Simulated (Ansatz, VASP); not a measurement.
**One calculation of FeBr, two programs**

File INCAR:

```
PREC     = Accurate       # precision mode
ENCUT    = 520            # plane-wave cutoff, eV
EDIFF    = 1E-6           # SCF threshold, eV
ISMEAR   = 0              # smearing method
SIGMA    = 0.1            # smearing width, eV
LREAL    = F              # projectors in reciprocal space
LASPH    = T              # aspherical terms in the spheres
NELM     = 150            # most SCF steps
ALGO     = Normal         # electronic algorithm
ISIF     = 2              # what is computed and relaxed
LWAVE    = F              # write WAVECAR
LCHARG   = T              # write CHGCAR
ISPIN    = 2              # spin polarisation
MAGMOM   = 4 0            # initial moments
LORBIT   = 11             # projections on sites
LMAXMIX  = 4              # l up to which the mixer works
GGA      = PE             # functional
LELF     = T              # ELF
LVHAR    = T            
NBANDS   = 18             # bands
```

File KPOINTS:

```
regular mesh
0
Gamma
  6 6 6
```

Contents of POSCAR:

```
FeBr
1.0
    3.5225822700      0.0000000000      0.0000000000
   -1.7612911300      3.0506457300      0.0000000000
    0.0000000000      0.0000000000      3.4378658300
Fe Br
1 1
Direct
    0.0000000000      0.0000000000      0.0000000000
    0.6666666700      0.3333333300      0.5000000000
```

Input for Ansatz:

```yaml
crystal:
  lattice:
    - [3.52258227, 0.0, 0.0]
    - [-1.76129113, 3.05064573, 0.0]
    - [0.0, 0.0, 3.43786583]
  atoms:
    - { symbol: Fe, position: [0.0, 0.0, 0.0], spin: 4.0 }
    - { symbol: Br, position: [0.66666667, 0.33333333, 0.5] }
basis:
  ecutwfc: 420
kpoints:
  mp_grid: { grid: [6, 6, 6] }
hamiltonian:
  xc: pbe
scf:
  occupations: { method: gaussian, width: 0.1 }
  lower_state_search: "off"
output:
  forces: true
  stress: true
  eigenvalues: true
  populations: true
magnetization:
  spin_polarized: true
```

Change from the starting cell: species swapped into the WC type (P-6m2, No. 187).

Alike in both runs: task single point; functional PBE; k mesh 6 × 6 × 6; occupations gaussian, width 0.1 eV; collinear spin.

|  | VASP | Ansatz |
| --- | --- | --- |
| version | VASP 6.6.1 | Ansatz 0.2.0 |
| potentials or method | VASP PAW PBE potentials, release 64 (Fe, Br) | scalar-relativistic, plane waves, PAW |
| plane-wave cutoff (eV) | 520 | 420 |
| valence electrons in the cell | 15 | 23 |

|  | VASP | Ansatz | Ansatz less VASP |
| --- | --- | --- | --- |
| gap on the k mesh at the Fermi level (eV) | none | none | - |
| pressure (GPa) | 1.4 | 1.3 | -0.04 |
| largest component of the traceless stress (GPa) | 1.52 | 1.57 | +0.054 |
| net moment per atom (μB) | 1.52 | 1.52 | 0.000 |
| size of the moment on the site where the two differ most (μB) | 2.94 | 2.93 | -0.002 |

Site moments also hang on the region over which each program counts them. A gap of «none» marks a metal or a gap that the smearing closes. With one functional, cell and mesh, what is left measures potentials, basis and numerics. The two sets of potentials don't hold the same shells in valence.

Caveats: semilocal functionals often make such compounds metallic where correlation or magnetic order opens a gap, which also shifts bond lengths.
